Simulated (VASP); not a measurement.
SnSe₂ (1T layered): the formation energy from VASP (plane waves, PAW) at several levels of theory. The references are the elements' solids at the same level; no temperature or zero-point terms are added. Without a dispersion term in the relaxation, distances and binding between the weakly bound layers, chains or molecules are unreliable, and so is what depends on them.    The path is coarsely sampled, so an indirect gap can come out somewhat too large.

```
level   formation energy (eV/atom)  error against measurement (eV/atom)
------  --------------------------  -----------------------------------
PBEsol                      -0.338                                +0.09
r2SCAN                      -0.466                                -0.04
```

Measured: -0.430 eV/atom at 298 K (as given by Yubo Zhang et al., npj Computational Materials (2018), doi:10.1038/s41524-018-0065-z).

The cell of the PBEsol run:

```yaml
crystal:
  lattice:
    - [1.90977, -3.30783, 0.00000]
    - [1.90977, 3.30783, 0.00000]
    - [0.00000, 0.00000, 6.25656]
  atoms:
    - { symbol: Sn, position: [0.00000, 0.00000, 0.00000] }
    - { symbol: Se, position: [0.33333, 0.66667, 0.25327] }
    - { symbol: Se, position: [0.66667, 0.33333, 0.74673] }
```

Only levels that ran to the end are used. Left out are those held back, those with too coarse a band path, GW runs whose mesh misses a band edge, hybrids' fits of cells that aren't cubic and levels without matching references; a question may draw on a part of the rest.
